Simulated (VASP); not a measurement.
Input of a VASP 6.6.1 run:

The input INCAR:

```
PREC = Accurate
ENCUT = 520
EDIFF = 1E-6
ISMEAR = -1
SIGMA = 0.05
LREAL = Auto
LASPH = T
NELM = 80
ALGO = Fast
ISIF = 2
LWAVE = F
LCHARG = T
GGA = PE
LELF = T
LVHAR = T
NBANDS = 44
```

File KPOINTS:

```
regular mesh
0
Gamma
  1 1 1
```

The input POSCAR:

```
H14SO6
1.0
    6.2144650000      0.0000000000      0.0000000000
    0.0000000000      6.2144650000      0.0000000000
    0.0000000000      0.0000000000      6.2144650000
O H S
6 14 1
Direct
    0.4692922078      0.4380747176      0.9074634743
    0.2292715463      0.4947489446      0.3357328427
    1.0512087525      0.1927921390      0.0865722150
    0.7875657840      0.5460968885      0.2203568610
    0.5558483313      0.1005235366      0.1871440261
    0.2963730587      0.8762942586      0.5437636225
    0.3849084354      0.4918042020      1.0390596777
    0.3659526604      0.3521300707      0.8395573875
    0.3438429535      0.5666779039      0.4037676614
    0.3054647504      0.3550748134      0.3093588909
    0.9751603718      0.3330777468      0.1134289114
    0.9339178835      0.1268492139      0.0050688193
    0.8108340782      0.6941385944      0.2881181244
    0.7767844859      0.5741121722      0.0669084145
    0.5540299929      0.2089801777      0.0797333318
    0.7212527547      0.0667957741      0.1948357582
    0.3198022678      0.9273847387      0.4013861209
    0.4047653338      0.9264997067      0.6374321844
   -0.0029608341      0.8417458301      0.6502410103
   -0.2660084175      0.6533627593      0.7465968511
   -0.1569724827      0.8322840341      0.8251394126
```

Potentials or basis: VASP PAW PBE potentials, release 64 (O, H, S).

Run with:

```bash
$ cat potpaw_PBE.64/O/POTCAR potpaw_PBE.64/H/POTCAR potpaw_PBE.64/S/POTCAR > POTCAR
$ mpirun -np 1 vasp_gam > vasp.out
```

Question: What does it give for the largest force?

Answer: 3.893 eV/Å.

Question: Predict the band gap on the k mesh.

Answer: 3.92 eV, direct.

Question: What does it give for the pressure?

Answer: 0.8 GPa.

Stress tensor (GPa, compression positive):
```
-0.93  2.57  2.95
 2.57  1.54 -0.96
 2.95 -0.96  1.88
```

Expect the measured gap to be larger: semilocal functionals such as PBE lack the derivative discontinuity.
